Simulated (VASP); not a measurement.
These are PBE GGA, VASP's PBE PAW potentials (set 64) (plane waves; VASP 6.6.1) values and carry that method's errors.

A VASP calculation is set up with these files.

### INCAR
```
SYSTEM = Bi
PREC = Accurate; ENCUT = 300; LREAL = .FALSE.
LASPH = .TRUE.
EDIFF = 1E-6; NELM = 100; ALGO = Normal
LMAXMIX = 4
ISMEAR = 0; SIGMA = 0.136
GGA = PE
ISIF = 2
LWAVE = .FALSE.; LCHARG = .FALSE.
```

POSCAR:
```
Bi
1
   -3.1277650000     3.1277650000     1.7065460000
    3.1277650000    -3.1277650000     1.7065460000
    3.1277650000     3.1277650000    -1.7065460000
Bi
2
Direct
  0.7500000000   0.2500000000   0.5000000000
  0.0000000000   0.0000000000   0.0000000000
```

KPOINTS:
```
Regular mesh
0
gamma
7 7 7
0 0 0
```

POTCAR, in this order: Bi_d (PBE.64 set). Program: vasp_std.

What VASP printed:

OSZICAR:
```
       N       E                     dE             d eps       ncg     rms          rms(c)
DAV:   1     0.243620507069E+03    0.24362E+03   -0.12409E+04  1523   0.134E+03
DAV:   2     0.103355231692E+02   -0.23328E+03   -0.22975E+03  1559   0.387E+02
DAV:   3    -0.715195851458E+01   -0.17487E+02   -0.17175E+02  1772   0.131E+02
DAV:   4    -0.765577796659E+01   -0.50382E+00   -0.50219E+00  1658   0.238E+01
DAV:   5    -0.768063452954E+01   -0.24857E-01   -0.24854E-01  2123   0.462E+00    0.785E-01
DAV:   6    -0.767985580369E+01    0.77873E-03   -0.17876E-02  1852   0.143E+00    0.481E-01
DAV:   7    -0.768041835968E+01   -0.56256E-03   -0.82407E-03  1718   0.107E+00    0.896E-02
DAV:   8    -0.768052273773E+01   -0.10438E-03   -0.75568E-04  1664   0.359E-01    0.180E-02
DAV:   9    -0.768053317002E+01   -0.10432E-04   -0.38592E-05  2271   0.681E-02    0.708E-03
DAV:  10    -0.768053110612E+01    0.20639E-05   -0.38151E-06  1416   0.265E-02    0.135E-03
DAV:  11    -0.768053119663E+01   -0.90507E-07   -0.29155E-07   916   0.697E-03
   1 F= -.76805312E+01 E0= -.76726566E+01  d E =-.157492E-01
```

File OUTCAR:
```
------------------------ aborting loop because EDIFF is reached ----------------------------------------
  FORCE on cell =-STRESS in cart. coord.  units (eV):
  Direction    XX          YY          ZZ          XY          YZ          ZX
  --------------------------------------------------------------------------------------
  Total        0.8150122      0.8150122     -0.8257415      0.0000000      0.0000000      0.0000000
  in kB       19.5536786     19.5536786    -19.8110950      0.0000000      0.0000000      0.0000000
  external PRESSURE =       6.4320874 kB  Pullay stress =       0.0000000 kB
  volume of cell :       66.78
      direct lattice vectors                 reciprocal lattice vectors
    -3.127765000  3.127765000  1.706546000     0.000000000  0.159858557  0.292989465
     3.127765000 -3.127765000  1.706546000     0.159858557  0.000000000  0.292989465
     3.127765000  3.127765000 -1.706546000     0.159858557  0.159858557  0.000000000
 POSITION                                       TOTAL-FORCE (eV/Angst)
 -----------------------------------------------------------------------------------
      0.00000      3.12777      0.85327         0.000000      0.000000      0.000000
      0.00000      0.00000      0.00000        -0.000000     -0.000000     -0.000000
 -----------------------------------------------------------------------------------
    total drift:                               -0.000000      0.000000      0.000000
  FREE ENERGIE OF THE ION-ELECTRON SYSTEM (eV)
  ---------------------------------------------------
  free  energy   TOTEN  =        -7.6805311966 eV

  energy  without entropy=       -7.6647819616  energy(sigma->0) =       -7.67265658
```
(Selected blocks of OUTCAR.)

File OUTCAR:
```
 val. band max:        6.9742396892   @ k =   0.2857  -0.0000   0.0000

 cond. band min:       7.0200730798   @ k =   0.4286   0.1429  -0.0000


 Fermi energy:         6.9865728313

 k-point     1 :       0.0000    0.0000    0.0000
  band No.  band energies     occupation
      1     -15.9843      2.00000
      2     -15.9168      2.00000
      3     -15.8749      2.00000
      4     -15.8666      2.00000
      5     -15.7646      2.00000
      6     -15.7645      2.00000
      7     -15.7541      2.00000
      8     -15.7541      2.00000
      9     -15.6869      2.00000
     10     -15.5891      2.00000
     11      -6.2188      2.00000
     12      -1.9450      2.00000
     13       4.0675      2.00000
     14       4.0675      2.00000
     15       9.8500      0.00000
     16      10.6404      0.00000
     17      10.6405      0.00000
     18      10.9342      0.00000
     19      10.9819      0.00000

 k-point     2 :       0.1429   -0.0000    0.0000
  band No.  band energies     occupation
      1     -15.9743      2.00000
      2     -15.8873      2.00000
      3     -15.8653      2.00000
      4     -15.8363      2.00000
      5     -15.7795      2.00000
      6     -15.7725      2.00000
      7     -15.7610      2.00000
      8     -15.7587      2.00000
      9     -15.6923      2.00000
     10     -15.5993      2.00000
     11      -5.9136      2.00000
     12      -1.9668      2.00000
     13       4.1377      2.00000
     14       4.6416      2.00000
     15       8.4826      0.00000
     16       8.9636      0.00000
     17      10.0452      0.00000
     18      10.3268      0.00000
     19      10.6351      0.00000

 k-point     3 :       0.2857   -0.0000    0.0000
  band No.  band energies     occupation
      1     -15.9497      2.00000
      2     -15.8447      2.00000
      3     -15.8416      2.00000
      4     -15.8235      2.00000
      5     -15.8052      2.00000
      6     -15.7803      2.00000
      7     -15.7553      2.00000
...
```

At this cut-off the stress carries a Pulay error, which pulls relaxed volumes low. Unless said otherwise, spin-orbit coupling is left out, though it shifts the bands of the heavy elements here.

The structure was generated: Bi was put into an ordered model structure, which need not be its known phase. The cell was not relaxed at this level.
